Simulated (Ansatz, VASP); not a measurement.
# Cross-check of TiSi2 (Zhiqinite) between VASP and Ansatz, part 2 of 2

One calculation is typed for both programs; each brings its own data sets. How far apart do they land? Of the first pair: The structure shown is the start of the Ansatz relaxation below; VASP solves that cell, so the two are compared at the walk's first step.

VASP 6.6.1 and Ansatz 0.2.0.

So far. Step 3 (VASP: single point, PBEsol, start cell, pair 1): The run ends at a pressure of 1.21 GPa, with forces up to 0.037 eV/Å.

### 5. Ansatz: relaxation, PBEsol

Level of this step: Ansatz beside VASP: Kohn-Sham DFT, plane waves, PBEsol (Ansatz).

This run makes the geometry at which the two programs are then compared.

The structure compared here is the end of the Ansatz relaxation.

input.yaml

```yaml
crystal:
  lattice:
    - [0.0, 4.0512061801, 4.2654308119]
    - [2.3694777198, 0.0, 4.2654308119]
    - [2.3694777198, 4.0512061801, 0.0]
  atoms:
    - { symbol: Si, position: [0.085744061, 0.414255939, 0.085744061] }
    - { symbol: Si, position: [0.414255939, 0.085744061, 0.414255939] }
    - { symbol: Si, position: [0.164255939, 0.835744061, 0.164255939] }
    - { symbol: Si, position: [0.835744061, 0.164255939, 0.835744061] }
    - { symbol: Ti, position: [0.75, 0.75, 0.75] }
    - { symbol: Ti, position: [0.5, 0.5, 0.5] }
kpoints:
  mp_grid: { grid: [12, 12, 12] }
hamiltonian:
  xc: pbesol
  pseudopotentials: { kind: paw, azcp: { folder: soft_1 }, xc_functional: pbe }
scf:
  occupations: { method: methfessel_paxton, width: 0.2 }
output:
  forces: true
  stress: true
  eigenvalues: true
relax:
  adjacent_minimum: "off"
  f_tol: 0.001
  max_steps: 60
  cell: { stress_tol: 0.01, fix: [volume] }
```

Run with:

```sh
$ ansatz run input.yaml --threads 4 --pin off --max-ram 16384MiB --backend cpu --events-out ev --progress --plain --runs-dir out
```

Numbers of over 12 decimals in the logs are rounded to 6 here.

The program printed:

```text
[...]
Crystal: 6 atoms, lattice volume = 81.890 Å³
Basis set: ecut = 420 eV, 1601 PW (Γ), exchange–correlation on 80×72×64 points (8 copies of the dense FFT grid, shifted against one another)
Bands: 26, of which v1, the nominal top of the filled ones, is band 20 counted from 1 (19 counted from 0)
Symmetry: 8 space group operations
[...]
k-points: 280 of 1728
[...]
- [1.2049743452488445e-18, 4.071866, 4.239492]
    - [2.371879, 0, 4.239492]
    - [2.371879, 4.071866, 6.693719790348416e-19]
  atoms:
    - { symbol: Si, position: [0.086200, 0.413800, 0.086200] }
    - { symbol: Si, position: [0.413800, 0.086200, 0.413800] }
    - { symbol: Si, position: [0.163800, 0.836200, 0.163800] }
    - { symbol: Si, position: [0.836200, 0.163800, 0.836200] }
    - { symbol: Ti, position: [0.75, 0.75, 0.750000] }
    - { symbol: Ti, position: [0.5, 0.5, 0.5] }
[key lines of the parts left out:]
SCF converged after 5 iterations
Free energy (F): -7437.797943 eV
Fermi energy:    12.854147 eV
P = ⅓ Tr σ = 1.5540 GPa (15.540 kbar)
```

### 6. VASP: single point, PBEsol, relaxed cell, pair 2

The same cell, functional, mesh and smearing now go to VASP, with its own data sets.

INCAR

```
SYSTEM = TiSi2
PREC = Accurate
ENCUT = 500
EDIFF = 1E-06
NELM = 120
ISMEAR = 1
SIGMA = 0.2
LREAL = .FALSE.
ALGO = Normal
GGA = PS
NBANDS = 26
LASPH = .TRUE.
LORBIT = 11
LWAVE = .FALSE.
LCHARG = .FALSE.
ISIF = 2
GGA_COMPAT = .FALSE.
KPAR = 2
```

POSCAR

```
TiSi2
1.0
    0.0000000000      4.0718661379      4.2394920803
    2.3718791488      0.0000000000      4.2394920803
    2.3718791488      4.0718661379      0.0000000000
Si Ti
4 2
Direct
    0.0861999764      0.4138000236      0.0861999764
    0.4138000236      0.0861999764      0.4138000236
    0.1638000236      0.8361999764      0.1638000236
    0.8361999764      0.1638000236      0.8361999764
    0.7500000000      0.7500000000      0.7500000000
    0.5000000000      0.5000000000      0.5000000000
```

KPOINTS

```
Automatic mesh
0
Gamma
12 12 12
0 0 0
```

PAW data sets: Si and Ti_sv (PBE family, release 64).

Run with:

```sh
$ mpirun -np 2 vasp_std
```

The program printed:

```text
[banner, memory and clock lines left out]
running    2 mpi-ranks, on    1 nodes
[...]
[... a notice as in an earlier step ...]

 LDA part: xc-table for (Slater+PW92), standard interpolation
 POSCAR, INCAR and KPOINTS ok, starting setup
[...]
entering main loop
       N       E                     dE             d eps       ncg     rms          rms(c)
DAV:   1     0.381728953406E+03    0.38173E+03   -0.18761E+04 14560   0.160E+03
DAV:   2     0.104909559895E+01   -0.38068E+03   -0.37432E+03 14568   0.461E+02
DAV:   3    -0.439684063636E+02   -0.45018E+02   -0.44142E+02 25678   0.130E+02
DAV:   4    -0.471282511018E+02   -0.31598E+01   -0.31487E+01 19896   0.321E+01
[...]
DAV:  12    -0.436753408906E+02    0.45317E-04   -0.77360E-04 20714   0.219E-01    0.157E-02
DAV:  13    -0.436753376996E+02    0.31909E-05   -0.42201E-05 20090   0.592E-02    0.150E-02
DAV:  14    -0.436753369527E+02    0.74698E-06   -0.35554E-06 18676   0.162E-02
   1 F= -.43675337E+02 E0= -.43675235E+02  d E =-.304916E-03
```

OUTCAR, selected parts (step 6):

```text
  Total        0.8633364      0.8510401      0.9055861      0.0000000      0.0000000      0.0000000
  in kB       16.8912092     16.6506323     17.7178271      0.0000000      0.0000000      0.0000000
  external PRESSURE =      17.0865562 kB  Pullay stress =       0.0000000 kB

 POSITION                                       TOTAL-FORCE (eV/Angst)
 -----------------------------------------------------------------------------------
      1.18594      0.70199      2.11975         0.000000     -0.001155      0.000000
      1.18594      3.36988      2.11975         0.000000      0.001155      0.000000
      2.37188      1.33394      4.23949        -0.000000      0.001155      0.000000
      2.37188      6.80979      4.23949        -0.000000     -0.001155      0.000000
      3.55782      6.10780      6.35924         0.000000      0.000000     -0.000000
      2.37188      4.07187      4.23949        -0.000000      0.000000      0.000000
 -----------------------------------------------------------------------------------
    total drift:                               -0.000000     -0.000000     -0.000000

  FREE ENERGIE OF THE ION-ELECTRON SYSTEM (eV)
  ---------------------------------------------------
  free  energy   TOTEN  =       -43.6753369527 eV

  energy  without entropy=      -43.6750320369  energy(sigma->0) =      -43.67523531

[... 1 part as in an earlier step ...]

[... 2 further parts left out ...]
[key lines of the parts left out:]
E-fermi :  10.3937
```

The run ends at a pressure of 1.71 GPa, with forces up to 0.0012 eV/Å.

### 7. Differences

What differs besides the data sets and the points named for the pairs above, as far as they apply: the cutoff is 420 eV in Ansatz and 500 eV in VASP; Ansatz's pressure holds a Pulay correction, VASP's none. Total energies have different zeros and are not compared.

Compared:

| quantity | Ansatz | VASP | difference |
| --- | --- | --- | --- |
| pressure (GPa) | 1.55 | 1.71 | -0.15 |

### 8. Ansatz: relaxation of cell and atoms, PBEsol

The relaxed volume is the usual yardstick between codes: in a stiff, nearly cubic crystal its relative difference is about their pressure difference at one cell divided by the bulk modulus.

The cell is taken from a series of runs on this material, whose earlier steps may have relaxed, scaled, displaced or heated it; both programs get it as it stands.

input.yaml, the sections that differ from step 5:

```yaml
crystal:
  lattice:
    - [0.0, 4.0909853654, 4.2477823628]
    - [2.3808352996, 0.0, 4.2477823628]
    - [2.3808352996, 4.0909853654, 0.0]
  atoms:
    - { symbol: Si, position: [0.0861663288, 0.4138336712, 0.0861663288] }
    - { symbol: Si, position: [0.4138336712, 0.0861663288, 0.4138336712] }
    - { symbol: Si, position: [0.1638336712, 0.8361663288, 0.1638336712] }
    - { symbol: Si, position: [0.8361663288, 0.1638336712, 0.8361663288] }
    - { symbol: Ti, position: [0.75, 0.75, 0.75] }
    - { symbol: Ti, position: [0.5, 0.5, 0.5] }
relax:
  adjacent_minimum: "off"
  f_tol: 0.001
  max_steps: 60
  cell: { stress_tol: 0.01 }
# kpoints, hamiltonian, scf, output: as in step 5
```

Run with:

```sh
$ ansatz run input.yaml --threads 4 --pin off --max-ram 16384MiB --backend cpu --events-out ev --progress --plain --runs-dir out
```

The program printed:

```text
[...]
Crystal: 6 atoms, lattice volume = 82.746 Å³
Basis set: ecut = 420 eV, 1601 PW (Γ), exchange–correlation on 80×72×64 points (8 copies of the dense FFT grid, shifted against one another)
Bands: 26, of which v1, the nominal top of the filled ones, is band 20 counted from 1 (19 counted from 0)
Symmetry: 8 space group operations
[...]
k-points: 280 of 1728
[...]
cell:  # Å, volume = 82.7170 Å³
    - [0, 4.088019, 4.250626]
    - [2.380120, 0, 4.250626]
    - [2.380120, 4.088019, 0]
  atoms:
    - { symbol: Si, position: [0.086245, 0.413755, 0.086245] }
    - { symbol: Si, position: [0.413755, 0.086245, 0.413755] }
    - { symbol: Si, position: [0.163755, 0.836245, 0.163755] }
    - { symbol: Si, position: [0.836245, 0.163755, 0.836245] }
    - { symbol: Ti, position: [0.750000, 0.750000, 0.750000] }
    - { symbol: Ti, position: [0.500000, 0.5, 0.5] }
[key lines of the parts left out:]
SCF converged after 4 iterations
Free energy (F): -7437.801913 eV
Fermi energy:    12.705445 eV
P = ⅓ Tr σ = -0.0012 GPa (-0.012 kbar)
```

### 9. VASP: relaxation of cell and atoms, PBEsol

The same cell, functional, mesh and smearing now go to VASP, with its own data sets.

INCAR, as its differences from that of step 6:

```diff
@@ -3,3 +3,3 @@
 ENCUT = 500
-EDIFF = 1E-06
+EDIFF = 1E-07
 NELM = 120
@@ -15,4 +15,8 @@
 LCHARG = .FALSE.
-ISIF = 2
+ISIF = 3
+IBRION = 2
+NSW = 80
+EDIFFG = -0.005
 GGA_COMPAT = .FALSE.
+NELMIN = 4
 KPAR = 2
```

POSCAR

```
TiSi2
1.0
    0.0000000000      4.0909850000      4.2477820000
    2.3808350000      0.0000000000      4.2477820000
    2.3808350000      4.0909850000      0.0000000000
Si Ti
4 2
Direct
    0.0861663944      0.4138338411      0.0861663690
    0.4138337533      0.0861664822      0.4138337279
    0.1638337533      0.8361664822      0.1638337279
    0.8361663944      0.1638338411      0.8361663690
    0.7500000738      0.7500001616      0.7500000484
    0.5000000738      0.5000001616      0.5000000484
```

KPOINTS is that of step 6.

Run with:

```sh
$ mpirun -np 2 vasp_std
```

The program printed:

```text
[... set-up lines as in an earlier step ...]
 entering main loop
       N       E                     dE             d eps       ncg     rms          rms(c)
DAV:   1     0.380355694518E+03    0.38036E+03   -0.18787E+04 14560   0.160E+03
DAV:   2     0.109109507260E+01   -0.37926E+03   -0.37302E+03 14574   0.460E+02
DAV:   3    -0.439937067163E+02   -0.45085E+02   -0.44225E+02 25644   0.130E+02
DAV:   4    -0.471744742330E+02   -0.31808E+01   -0.31689E+01 19966   0.322E+01
[...]
DAV:  14    -0.436800892498E+02    0.77272E-06   -0.37842E-06 19482   0.166E-02    0.299E-03
DAV:  15    -0.436800891744E+02    0.75328E-07   -0.13129E-06 21174   0.841E-03    0.126E-03
DAV:  16    -0.436800892204E+02   -0.46020E-07   -0.71850E-08 11252   0.231E-03
   1 F= -.43680089E+02 E0= -.43679945E+02  d E =-.436801E+02
[...]
2 F= -.43680140E+02 E0= -.43680025E+02  d E =-.506879E-04
[...]
3 F= -.43680218E+02 E0= -.43680090E+02  d E =-.128561E-03
[...]
4 F= -.43680218E+02 E0= -.43680091E+02  d E =-.128585E-03
[...]
5 F= -.43680225E+02 E0= -.43680101E+02  d E =-.678510E-05
 trial-energy change:   -0.000007  1 .order   -0.000006   -0.000018    0.000005
 step:   0.7139(harm=  0.7139)  dis= 0.00013  next Energy=   -43.680225 (dE=-0.695E-05)
 reached required accuracy - stopping structural energy minimisation
```

From OUTCAR (step 9):

```text
  Total        0.0102297      0.0170491      0.0011933      0.0000000      0.0000000      0.0000000
  in kB        0.1980133      0.3300150      0.0230985      0.0000000      0.0000000      0.0000000
  external PRESSURE =       0.1837089 kB  Pullay stress =       0.0000000 kB

 POSITION                                       TOTAL-FORCE (eV/Angst)
 -----------------------------------------------------------------------------------
      1.19027      0.70481      2.12610        -0.000000      0.002599      0.000000
      1.19027      3.38365      2.12610        -0.000000     -0.002599      0.000000
      2.38054      1.33942      4.25220         0.000000     -0.002599      0.000000
      2.38054      6.83751      4.25220         0.000000      0.002599      0.000000
      3.57081      6.13270      6.37830         0.000000      0.000000     -0.000000
      2.38054      4.08846      4.25220        -0.000000      0.000000      0.000000
 -----------------------------------------------------------------------------------
    total drift:                               -0.000426     -0.000871     -0.001490

  FREE ENERGIE OF THE ION-ELECTRON SYSTEM (eV)
  ---------------------------------------------------
  free  energy   TOTEN  =       -43.6802245902 eV

  energy  without entropy=      -43.6798534759  energy(sigma->0) =      -43.68010089

 reached required accuracy - stopping structural energy minimisation

[... 1 part as in an earlier step ...]

[... 2 further parts left out ...]
[key lines of the parts left out:]
E-fermi :  10.2626
```

The run keeps the 8 symmetry operations of its start, so it cannot find a distortion of lower symmetry.

### 10. Side by side

What differs besides the data sets and the points named for the pairs above, as far as they apply: Ansatz adds a Pulay correction to the stress that steers its cell, VASP none. Total energies have different zeros and are not compared.

Both answers:

| quantity | Ansatz | VASP | difference |
| --- | --- | --- | --- |
| volume (Å³) | 82.72 | 82.77 | -0.07 % |
| edge a after relaxation, in the typed setting (Å) | 5.897 | 5.899 | -0.03 % |
| edge b after relaxation, in the typed setting (Å) | 4.872 | 4.873 | -0.03 % |
| edge c after relaxation, in the typed setting (Å) | 4.730 | 4.731 | -0.01 % |

### 11. Outcome

```
r.m.s. force difference (single point, PBEsol, start cell, pair 1)  : 0.21 meV/Å
difference in pressure (single point, PBEsol, relaxed cell, pair 2) : -0.15 GPa
difference in volume (relaxation of cell and atoms, PBEsol)         : -0.066 %
```

What this shows: The difference in pressure is -0.15 GPa (single point, PBEsol, relaxed cell, pair 2), within the 1 GPa picked in this series as the mark of a large difference. Such differences can come from data sets, numerical settings and the points named under the comparisons, not from the functional's error against experiment.

[Lines on the potential files, build, host, timing and source positions are cut from VASP's logs without a mark.]

[Logs are printed without paths, hosts, clocks, repeated set-up lines and the standing remarks that a program may print on its own settings, such as how far it seeks lower states.]

[Hosts, paths, dates, database ids (printed as entryN), source tags and the programs' standing remarks are cut or masked in the printed files.]
